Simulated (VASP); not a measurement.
Input:

```xyz
4
Lattice="3.9453 0.0000 0.0000 0.0000 3.9453 0.0000 0.0000 0.0000 3.9453" Properties=species:S:1:pos:R:3 pbc="T T T"
Ti     0.0000     0.0000     0.0000
Pt     0.0000     1.9726     1.9726
Pt     1.9726     0.0000     1.9726
Pt     1.9726     1.9726     0.0000
```

Computed with PBE GGA, VASP's PBE PAW potentials (set 64) (plane waves; VASP 6.6.1). Run with 400 eV cut-off, 7×7×7 Γ-centred mesh, first-order Methfessel-Paxton smearing of 0.10 eV, potentials Ti_sv Pt.

Unless said otherwise, spin-orbit coupling is left out, though it shifts the bands of the heavy elements here.

**Question.** Predict the energy per atom (σ→0), band gap (on the k-mesh) with the smallest direct gap where there is one.

**Answer.** 
```json
{
  "band gap (on the k-mesh)": "none (metal, semimetal or under 0.01 eV)",
  "energy per atom (σ→0)": "-712.6 kJ/mol of atoms"
}
```

The compound is Pt3Ti in the L1_2 structure. It was relaxed first. The start is the result of an earlier pass.
